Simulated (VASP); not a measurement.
The input files of a VASP run:

INCAR:
```
SYSTEM = KF
PREC = Accurate
ENCUT = 400
EDIFF = 1E-6
NELM = 100
ALGO = Normal
LREAL = .FALSE.
LASPH = .TRUE.
ISMEAR = 0
SIGMA = 0.01
GGA = PE
LWAVE = .FALSE.
LCHARG = .FALSE.
ISIF = 2
```

POSCAR:
```
KF
1.0
  0.0000000000   2.6031480000   2.6031480000
  2.6031480000   0.0000000000   2.6031480000
  2.6031480000   2.6031480000   0.0000000000
K F
1 1
Cart
  0.0000000000   0.0000000000   0.0000000000
  2.6031480000   2.6031480000   2.6031480000
```

**KPOINTS**
```
Automatic mesh
0
Gamma
6 6 6
0 0 0
```

POTCAR, in this order: K_sv F (PBE.64 set). Program: vasp_std.

Problem. Write an equivalent input for Ansatz.

Solution. One equivalent input (not run):
Ansatz 0.2 input:
```yaml
crystal:
  lattice:
    - [0.0000000, 2.6031480, 2.6031480]
    - [2.6031480, 0.0000000, 2.6031480]
    - [2.6031480, 2.6031480, 0.0000000]
  atoms:
    - { symbol: K, position: [0.0000000, 0.0000000, 0.0000000] }
    - { symbol: F, position: [0.5000000, 0.5000000, 0.5000000] }
kpoints:
  mp_grid: { grid: [6, 6, 6] }
hamiltonian:
  xc: pbe
  pseudopotentials: { kind: paw }
scf:
  occupations: { method: gaussian, width: 0.01 }
  max_iter: 100
output: { forces: true, stress: true, eigenvalues: true }
```
The two are equivalent in intent, not identical: each code has its own PAW files, so the cut-off isn't converted (ENCUT is set for VASP's; basis.ecutwfc is left out, and Ansatz then takes the one that its files recommend); Ansatz stops its SCF on the density residual and VASP on the energy change (EDIFF).

The structure comes from a computed database's KF entry; how it stands against other phases isn't given here. The cell was not relaxed at this level, and its volume differs by -5.9 % from the start's.
